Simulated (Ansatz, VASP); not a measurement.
## ZnS: VASP beside Ansatz

Wanted: the spread between two codes on one cell, functional and k mesh. The cell is taken from a series of runs on this material, whose earlier steps may have relaxed, scaled, displaced or heated it; both programs get it as it stands.

Calculated with Ansatz 0.2.0; plane waves, with VASP 6.6.1 beside it; relaxation of cell and atoms at PBE and zone-centre phonons at PBE.

### 1. Set-up

The structure is cubic, space group F-43m (No. 216). The conventional cell has a = 5.443 Å, b = 5.443 Å, c = 5.443 Å, α = 90.00°, β = 90.00°, γ = 90.00°. Zn has 4 S at 2.36 Å nearest. S has 4 Zn at 2.36 Å nearest. Farther neighbours and most contacts between anions are not listed.

Coordinates:

```
Zn S
1.0
     0.00000    2.72148    2.72148
     2.72148    0.00000    2.72148
     2.72148    2.72148    0.00000
Zn S
1 1
Direct
  0.25000 0.25000 0.25000
  0.00000 0.00000 0.00000
```

### 2. VASP: relaxation of cell and atoms, PBE

The relaxed volume is the usual yardstick between codes: in a stiff, nearly cubic crystal its relative difference is about their pressure difference at one cell divided by the bulk modulus.

Lines of VASP's logs that name or quote its potential files are left out, and so is its time.

The input, INCAR:

```
SYSTEM = ZnS
PREC = Accurate
ENCUT = 500
EDIFF = 1E-07
NELM = 120
ISMEAR = 0
SIGMA = 0.01
LREAL = .FALSE.
ALGO = Normal
GGA = PE
NBANDS = 15
LORBIT = 11
LWAVE = .FALSE.
LCHARG = .FALSE.
ISIF = 3
IBRION = 2
NSW = 80
EDIFFG = -0.005
LASPH = .TRUE.
GGA_COMPAT = .FALSE.
NELMIN = 4
EFERMI = MIDGAP
KPAR = 2
```

The input, POSCAR:

```
ZnS
1.0
    0.0000000000      2.7214810000      2.7214810000
    2.7214810000      0.0000000000      2.7214810000
    2.7214810000      2.7214810000      0.0000000000
Zn S
1 1
Direct
    0.2500000919      0.2500000919      0.2500000919
    0.0000000000      0.0000000000      0.0000000000
```

The input, KPOINTS:

```
Automatic mesh
0
Gamma
12 12 12
0 0 0
```

PAW data sets: Zn and S (PBE family, release 64).

On the command line:

```console
> mpirun -np 2 vasp_std
```

Numbers of over 12 decimals in the logs are rounded to 6 here.

Output:

```text
[banner, memory and clock lines left out]
running    2 mpi-ranks, on    1 nodes
 distrk:  each k-point on    1 cores,    2 groups
 distr:  one band on    1 cores,    1 groups

 POSCAR found type information on POSCAR ZnS
 POSCAR found :  2 types and       2 ions
 LDA part: xc-table for (Slater+PW92), standard interpolation
 POSCAR, INCAR and KPOINTS ok, starting setup
 FFT: planning ... GRIDC
 FFT: planning ... GRID_SOFT
 FFT: planning ... GRID
 WAVECAR not read
 entering main loop
       N       E                     dE             d eps       ncg     rms          rms(c)
DAV:   1     0.804922219228E+02    0.80492E+02   -0.84809E+03  2160   0.136E+03
DAV:   2    -0.199277804466E+01   -0.82485E+02   -0.77328E+02  2419   0.263E+02
DAV:   3    -0.722675867324E+01   -0.52340E+01   -0.52077E+01  2748   0.629E+01
DAV:   4    -0.727873658640E+01   -0.51978E-01   -0.51964E-01  2615   0.656E+00
DAV:   5    -0.727935170667E+01   -0.61512E-03   -0.61510E-03  2797   0.682E-01    0.660E+00
DAV:   6    -0.687127222721E+01    0.40808E+00   -0.78791E-01  3275   0.316E+01    0.516E+00
DAV:   7    -0.685256233007E+01    0.18710E-01   -0.25956E-01  2475   0.473E+00    0.266E+00
DAV:   8    -0.685192211568E+01    0.64021E-03   -0.51827E-03  2594   0.785E-01    0.712E-01
DAV:   9    -0.685220713418E+01   -0.28502E-03   -0.11957E-03  2608   0.289E-01    0.981E-02
DAV:  10    -0.685237584013E+01   -0.16871E-03   -0.19293E-04  2483   0.145E-01    0.497E-02
DAV:  11    -0.685237342359E+01    0.24165E-05   -0.33345E-05  2762   0.936E-02    0.611E-03
DAV:  12    -0.685237436113E+01   -0.93754E-06   -0.36957E-06  2775   0.227E-02    0.388E-03
DAV:  13    -0.685237438352E+01   -0.22394E-07   -0.69524E-07  2454   0.981E-03
   1 F= -.68523744E+01 E0= -.68523744E+01  d E =-.685237E+01
 curvature:   0.00 expect dE= 0.000E+00 dE for cont linesearch  0.000E+00
 trial: gam= 0.00000 g(F)=  0.795E-41 g(S)=  0.121E-03 ort = 0.000E+00 (trialstep = 0.100E+01)
 search vector abs. value=  0.121E-03
 bond charge predicted
       N       E                     dE             d eps       ncg     rms          rms(c)
DAV:   1    -0.685407523577E+01   -0.17009E-02   -0.19171E-02  2657   0.295E+00    0.295E-01
DAV:   2    -0.685263458641E+01    0.14406E-02   -0.43549E-03  2664   0.187E+00    0.112E-01
DAV:   3    -0.685246482456E+01    0.16976E-03   -0.17546E-04  2489   0.117E-01    0.508E-02
DAV:   4    -0.685242378169E+01    0.41043E-04   -0.18982E-05  2867   0.714E-02    0.267E-02
DAV:   5    -0.685241524519E+01    0.85365E-05   -0.64443E-06  3202   0.443E-02    0.490E-03
DAV:   6    -0.685241515790E+01    0.87289E-07   -0.17592E-06  2391   0.130E-02    0.267E-03
DAV:   7    -0.685241533144E+01   -0.17354E-06   -0.52500E-08  1227   0.460E-03    0.625E-04
DAV:   8    -0.685241531841E+01    0.13021E-07   -0.27153E-08  1164   0.254E-03
   2 F= -.68524153E+01 E0= -.68524153E+01  d E =-.409349E-04
 trial-energy change:   -0.000041  1 .order   -0.000045   -0.000121    0.000030
 step:   0.7691(harm=  0.8007)  dis= 0.00000  next Energy=    -6.852419 (dE=-0.445E-04)
 bond charge predicted
       N       E                     dE             d eps       ncg     rms          rms(c)
DAV:   1    -0.685250710756E+01   -0.91776E-04   -0.10210E-03  2664   0.679E-01    0.684E-02
DAV:   2    -0.685242962945E+01    0.77478E-04   -0.23508E-04  2671   0.442E-01    0.260E-02
DAV:   3    -0.685242118265E+01    0.84468E-05   -0.93632E-06  2545   0.285E-02    0.117E-02
DAV:   4    -0.685241952334E+01    0.16593E-05   -0.10795E-06  2839   0.171E-02    0.623E-03
DAV:   5    -0.685241948341E+01    0.39932E-07   -0.32122E-07  2399   0.102E-02
   3 F= -.68524195E+01 E0= -.68524195E+01  d E =-.450999E-04
 curvature:  -0.39 expect dE=-0.281E-06 dE for cont linesearch -0.281E-06
 trial: gam=-0.07118 g(F)=  0.402E-42 g(S)=  0.719E-06 ort = 0.933E-05 (trialstep = 0.954E+00)
 search vector abs. value=  0.438E-08
 reached required accuracy - stopping structural energy minimisation
```

Parts of OUTCAR (step 2):

```text
ion  position               nearest neighbor table
   1  0.250  0.250  0.250-   2 2.36   2 2.36   2 2.36   2 2.36
   2  0.000  0.000  0.000-   1 2.36   1 2.36   1 2.36   1 2.36

  LATTYP: Found a face centered cubic cell.
 ALAT       =     5.4429620000

 Subroutine GETGRP returns: Found 24 space group operations
 (whereof 24 operations were pure point group operations)

The static configuration has the point symmetry T_d .

 Found     72 irreducible k-points:

   k-points           NKPTS =     72   k-points in BZ     NKDIM =     72   number of bands    NBANDS=     15

   dimension x,y,z NGX =    28 NGY =   28 NGZ =   28
   dimension x,y,z NGXF=    56 NGYF=   56 NGZF=   56

   ENCUT  =  500.0 eV  36.75 Ry    6.06 a.u.   7.02  7.02  7.02*2*pi/ulx,y,z

   NELECT =      18.0000    total number of electrons

 k-points in reciprocal lattice and weights: Automatic mesh
   0.00000000  0.00000000  0.00000000       0.001
   0.08333333  0.00000000  0.00000000       0.005
   0.16666667  0.00000000  0.00000000       0.005
   0.25000000  0.00000000  0.00000000       0.005
   0.33333333  0.00000000  0.00000000       0.005
   0.41666667  0.00000000  0.00000000       0.005
   0.50000000  0.00000000  0.00000000       0.002
   0.08333333  0.08333333  0.00000000       0.003
   0.16666667  0.08333333  0.00000000       0.014
[...]
-0.33333333  0.50000000  0.16666667       0.007
  -0.25000000  0.50000000  0.25000000       0.003

 average (electrostatic) potential at core
       1 -36.4206       2 -88.7447

 E-fermi :   2.8929

 k-point     1 :       0.0000    0.0000    0.0000
  band No.  band energies     occupation
    ...
      5      -3.8889      2.00000
      6      -3.8889      2.00000
      7       1.8876      2.00000
      8       1.8876      2.00000
      9       1.8876      2.00000
     10       3.8982      0.00000
     11       8.2991      0.00000
     12       8.2991      0.00000
     13       8.2991      0.00000
     14      13.6222      0.00000
    ...

 k-point     2 :       0.0833    0.0000    0.0000
  band No.  band energies     occupation
    ...
      5      -3.8898      2.00000
      6      -3.8897      2.00000
      7       1.3045      2.00000
      8       1.8218      2.00000
      9       1.8218      2.00000
     10       4.3677      0.00000
     11       8.2188      0.00000
     12       8.4171      0.00000
     13       8.4171      0.00000
     14      13.2914      0.00000
    ...

 k-point     3 :       0.1667    0.0000    0.0000
  band No.  band energies     occupation
    ...
      5      -3.8906      2.00000
      6      -3.8906      2.00000
      7       0.2305      2.00000
      8       1.6519      2.00000
      9       1.6519      2.00000
     10       5.0169      0.00000
     11       8.2525      0.00000
     12       8.6891      0.00000
     13       8.6891      0.00000
     14      12.8494      0.00000
    ...

  Total        0.0031532      0.0031532      0.0031532      0.0000000      0.0000000     -0.0000000
  in kB        0.1250327      0.1250327      0.1250327      0.0000000      0.0000000     -0.0000000
  external PRESSURE =       0.1250327 kB  Pullay stress =       0.0000000 kB

  energy-cutoff  :      500.00
  volume of cell :       40.40
      direct lattice vectors                 reciprocal lattice vectors
     0.000000000  2.723544948  2.723544948    -0.183584266  0.183584266  0.183584266
     2.723544948  0.000000000  2.723544948     0.183584266 -0.183584266  0.183584266
     2.723544948  2.723544948  0.000000000     0.183584266  0.183584266 -0.183584266

 POSITION                                       TOTAL-FORCE (eV/Angst)
 -----------------------------------------------------------------------------------
      1.36177      1.36177      1.36177        -0.000000      0.000000      0.000000
      0.00000      0.00000      0.00000         0.000000     -0.000000     -0.000000
 -----------------------------------------------------------------------------------
    total drift:                               -0.000098     -0.000098     -0.000098

  FREE ENERGIE OF THE ION-ELECTRON SYSTEM (eV)
  ---------------------------------------------------
  free  energy   TOTEN  =        -6.8524194834 eV

  energy  without entropy=       -6.8524194834  energy(sigma->0) =       -6.85241948

 reached required accuracy - stopping structural energy minimisation

 total charge
# of ion       s       p       d       tot
------------------------------------------
    1        0.513   0.456   9.797  10.767
    2        1.316   2.425   0.000   3.741
--------------------------------------------------
tot          1.829   2.882   9.797  14.508

[... 3 further parts left out ...]
```

The gap is read on the k-mesh alone, so it is an upper bound where the band edges lie off the mesh. The run keeps the 24 symmetry operations of its start, so it cannot find a distortion of lower symmetry.

### 3. Ansatz: relaxation of cell and atoms, PBE

Ansatz runs on its default PAW (the set named soft_2) files.

The same cell, functional and mesh now go to Ansatz, which takes its cutoff from its data sets.

The input, input.yaml:

```yaml
crystal:
  lattice:
    - [0.0, 2.7214810285, 2.7214810285]
    - [2.7214810285, 0.0, 2.7214810285]
    - [2.7214810285, 2.7214810285, 0.0]
  atoms:
    - { symbol: Zn, position: [0.25, 0.25, 0.25] }
    - { symbol: S, position: [0.0, 0.0, 0.0] }
kpoints:
  mp_grid: { grid: [12, 12, 12] }
hamiltonian:
  xc: pbe
scf:
  occupations: { method: fixed }
output:
  forces: true
  stress: true
  eigenvalues: true
relax:
  adjacent_minimum: "off"
  f_tol: 0.001
  max_steps: 60
  cell: { stress_tol: 0.01 }
```

On the command line:

```console
> ansatz run input.yaml --threads 4 --pin off --max-ram 7168MiB --backend cpu --events-out ev --progress --plain --runs-dir out
```

Output:

```text
Engine: ansatz 0.2.0, aarch64-unknown-linux-gnu
Pseudopotentials: kind: paw
Pseudopotential: Zn, paw, valence charge 12, recommended cutoff 420 eV (normal), Zn.paw.azcp
Pseudopotential: S, paw, valence charge 6, recommended cutoff 420 eV (normal), S.paw.azcp
Functional definition: PBE
  parameter kappa = 0.804
  parameter beta = 0.066725
  exchange = pbe_x(kappa = kappa, mu = beta*pi^2/3)
  correlation = pbe_c(beta = beta)
Crystal: 2 atoms, lattice volume = 40.313 Å³
Basis set: ecut = 420 eV, 749 PW (Γ), exchange–correlation on 54×54×54 points (8 copies of the dense FFT grid, shifted against one another)
Bands: 13, of which v1, the nominal top of the filled ones, is band 9 counted from 1 (8 counted from 0)
Symmetry: 24 space group operations
Space group: F-43m (ITA 216), of the structure as read, at distance tolerance 3.4e-5 Å
k-points: 72 of 1728 (time reversal used)
Non-local potential: Zn, projectors of the file, l = 0: 2, l = 1: 2, l = 2: 3, l = 3: 1
Non-local potential: S, projectors of the file, l = 0: 2, l = 1: 2, l = 2: 2
PAW form: soft (Blöchl's): semilocal exchange-correlation on the pseudo side does not see the compensation charge
PAW one-centre angular grid: Zn, 590 points (default); XC on 64 Gauss nodes
PAW one-centre angular grid: S, 110 points (default); XC on 64 Gauss nodes
Initial density: superposition of atomic densities (neutral atoms: chi_scale 0, normalization atom), corrected by the library's trained network
Initial wavefunctions: pseudopotential atomic-orbital guess
Functional: x = pbe(κ = 0.804, μ = 0.219515), c = pbe(β = 0.066725)
SCF iter   1: F=—  HF=-4222.734266 eV  |F-HF|=—  |Δ(HF+E_count)|=         —  Δρ=6.10e-4  dr2=2.07e-4  ethr=1.77e-3  ⟨swp⟩=4.8  Hψ=4899  notcnv=0  defer=134
preconditioner: auto → none  [insulator: Δε(μ)=2.009 eV  Ē_g=12.099 eV  n_scr=14 (ndim 8)  ℏωp=24.8 eV  f_vac=0.029  ε∞_Penn≈5.2]
SCF iter   2: F=—  HF=-4222.734433 eV  |F-HF|=—  |Δ(HF+E_count)|=   1.67e-4  Δρ=4.76e-4  dr2=4.22e-5  ethr=1.15e-6  ⟨swp⟩=2.2  Hψ=2338  notcnv=0  defer=139
SCF iter   3: F=—  HF=-4222.734445 eV  |F-HF|=—  |Δ(HF+E_count)|=   1.17e-5  Δρ=1.54e-4  dr2=6.37e-6  ethr=2.34e-7  ⟨swp⟩=2.0  Hψ=1521  notcnv=0  defer=130
SCF iter   4: F=—  HF=-4222.734451 eV  |F-HF|=—  |Δ(HF+E_count)|=   6.69e-6  Δρ=7.04e-5  dr2=9.03e-7  ethr=3.54e-8  ⟨swp⟩=2.0  Hψ=1512  notcnv=0  defer=132
SCF iter   5: F=—  HF=-4222.734455 eV  |F-HF|=—  |Δ(HF+E_count)|=   3.59e-6  Δρ=2.81e-5  dr2=2.36e-7  ethr=5.01e-9  ⟨swp⟩=2.0  Hψ=1584  notcnv=0  defer=134
SCF iter   6: F=-4222.734455 eV  HF=-4222.734455 eV  |F-HF|=7.90e-9  |Δ(HF+E_count)|=   3.54e-7  Δρ=3.38e-6  dr2=2.20e-9  ethr=5.56e-10  ⟨swp⟩=6.9  Hψ=5105  notcnv=0
SCF 1 converged in 6 iterations: F = -4222.734455 eV  dr2 = 2.20e-9
  greatest PAW one-centre occupation: 0.983 electrons in one spin orbital (limit 2), on the Zn atom at site 0 (counted from 0), in its partial waves of l = 2
relax step   1: F+E_penalty+E_count = -4222.73445515 eV  Δ(F+E_penalty+E_count) = +0.000e0 eV  max|allowed force component| = 2.313e-16 eV/Å  Δτ_max = 0.0000 Å  P = +0.024 GPa  Ω = 40.313 Å³  (6 SCF iters, dr2 threshold 1.00e-7 eV, accepted)
[...]
relax step   2: F+E_penalty+E_count = -4222.73445283 eV  Δ(F+E_penalty+E_count) = +2.323e-6 eV  max|allowed force component| = 3.701e-17 eV/Å  Δτ_max = 0.0000 Å  P = +0.010 GPa  Ω = 40.321 Å³  energy of the carried Pulay correction = -3.202e-6 eV  (4 SCF iters, dr2 threshold 1.48e-9 eV, accepted)
[...]
relax step   3: F+E_penalty+E_count = -4222.73445062 eV  Δ(F+E_penalty+E_count) = +2.208e-6 eV  max|allowed force component| = 5.551e-17 eV/Å  Δτ_max = 0.0000 Å  P = -0.000 GPa  Ω = 40.327 Å³  energy of the carried Pulay correction = -5.608e-6 eV  (4 SCF iters, dr2 threshold 2.72e-10 eV, accepted)
[...]
relax step   4: F+E_penalty+E_count = -4222.73446028 eV  Δ(F+E_penalty+E_count) = -9.660e-6 eV  max|allowed force component| = 3.701e-17 eV/Å  Δτ_max = 0.0000 Å  P = -0.000 GPa  Ω = 40.327 Å³  stress off target by 1.47e-4 GPa  SCF on the basis re-selected at this cell (its energy is not comparable with the rows above)  (5 SCF iters)
basis re-selected at this cell: Δ(F+E_penalty+E_count) = -9.660e-6 eV, ΔP = -0.000 GPa vs the last step (what re-selecting the basis moved, of the pressure what is left beyond the Pulay correction that the steps carried, after the strain that the cell walked since its last selection, with what the two solves' SCF thresholds leave and, on support functions, any second-order correction that the steps lacked; it is no m [...]
SCF converged after 5 iterations
Free energy (F): -4222.734460 eV
Harris-Foulkes:  -4222.734460 eV  (|F-HF|=1.82e-12)
Internal energy: -4222.734460 eV  (E = F + TS)
E sigma→0 (E₀):  -4222.734460 eV
Fermi energy:    5.505238 eV
--- Per-component energies (eV) ---
  E_band       = 1.339106
  E_kinetic    = 237.794487
  E_local      = -2055.181118  (includes V_loc(G=0)·N_el)
  E_nonlocal   = 642.907608
  E_hartree    = 858.869295
  E_xc         = -234.110017
  E_vxc        = -139.163166  (∫ρ·V_xc dr)
  E_paw        = -2428.752512  (= ΣΔE_a)
  E_vpaw       = -402.756946  (= ΣTr[D̂ρ^β])
  E_aug_tail   = -0.000347  (compensation charges beyond the density's cutoff)
  E_ewald      = -1244.261856
  E_smearing   = -0.000000  (= −TS)
  E_closure    = 0.000000  (closes the sum)
  Σ components = -4222.734460   (vs F -4222.734460, Δ=0.00e0)
--- Forces (eV/Å), atoms counted from 1 ---
  atom   1  Zn    -0.00000000    -0.00000000     0.00000000
  atom   2  S      0.00000000     0.00000000    -0.00000000
  max |Σ_I F_I| component: 5.55e-17 eV/Å
--- Stress (GPa, compression-positive) ---
       -0.000147      -0.000000      -0.000000
       -0.000000      -0.000147       0.000000
       -0.000000       0.000000      -0.000147
  P = ⅓ Tr σ = -0.0001 GPa (-0.001 kbar)
--- Band table (eV; the first three rows and the last of 72) ---
  k-point 0: bands = [... 5 lower, -0.2716, 5.5052, 5.5052, 5.5052, 7.5202, 11.8900, 11.8900, 11.8900]
  k-point 1: bands = [... 5 lower, -0.2726, 4.9223, 5.4392, 5.4392, 7.9890, 11.8110, 12.0075, 12.0075]
  k-point 2: bands = [... 5 lower, -0.2734, 3.8474, 5.2687, 5.2687, 8.6376, 11.8472, 12.2786, 12.2786]
  k-point 71: bands = [... 5 lower, 0.1066, 1.0211, 2.8619, 2.8763, 11.2008, 11.4307, 13.3102, 13.7089]
--- Relaxed structure (3 steps of the walk, 3 accepted, 1 SCFs on fresh bases) ---
  F+E_penalty+E_count = -4222.73446028 eV   max|allowed force component| = 3.701e-17 eV/Å   (the final SCF, on the basis selected at the relaxed cell)
  cell:  # Å, volume = 40.3272 Å³
    - [0, 2.721799, 2.721799]
    - [2.721799, 0, 2.721799]
    - [2.721799, 2.721799, 0]
  atoms:
    - { symbol: Zn, position: [0.25, 0.25, 0.25] }
    - { symbol: S, position: [0, 0, 0] }
```

### 4. Differences

Known differences besides the potentials themselves: fixed occupations in Ansatz, narrow Gaussian smearing in VASP; the cutoff is 420 eV in Ansatz and 500 eV in VASP; Ansatz adds a Pulay correction to the stress that steers its cell, VASP none. Total energies have different zeros and are not compared.

Compared:

```tsv
quantity	Ansatz	VASP	difference
volume (Å³)	40.33	40.40	-0.19 %
edge a after relaxation, in the typed setting (Å)	3.849	3.852	-0.06 %
```

(Part 1 of 2 ends here.)

[Lines on the potential files, build, host, timing and source positions are cut from VASP's logs without a mark.]

[Logs are printed without paths, hosts, clocks, repeated set-up lines and the standing remarks that a program may print on its own settings, such as how far it seeks lower states.]

[Hosts, paths, dates, database ids (printed as entryN), source tags and the programs' standing remarks are cut or masked in the printed files.]
